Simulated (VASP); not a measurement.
Given:

```
CELL_PARAMETERS angstrom
      0.00000     2.22234     2.22234
      2.22234     0.00000     2.22234
      2.22234     2.22234     0.00000
ATOMIC_POSITIONS crystal
  Al 0.00000 0.00000 0.00000
  N  0.25000 0.25000 0.25000
```

All values below come from PBE GGA, VASP's PBE PAW potentials (set 64) (plane waves; VASP 6.6.1). Numerical set-up: 520 eV cut-off, 10×10×10 Γ-centred mesh, Gaussian smearing of 0.050 eV, potentials Al N.

**Question.** The job: AlN (zinc blende), 2 atoms, PBE, static run, 520 eV, 10×10×10 Γ-centred mesh. Roughly how much core time does it take on a busy server core?

**Answer.** About 5 core-seconds (one run on a shared machine, a rough figure). It had 47 irreducible k-points, 8 bands, up to 609 plane waves and 13 electronic steps.

The compound is AlN in the zinc blende structure, a metastable form; wurtzite is the usual one. This cell is one point of a volume scan, at 1.03 of the reference volume.
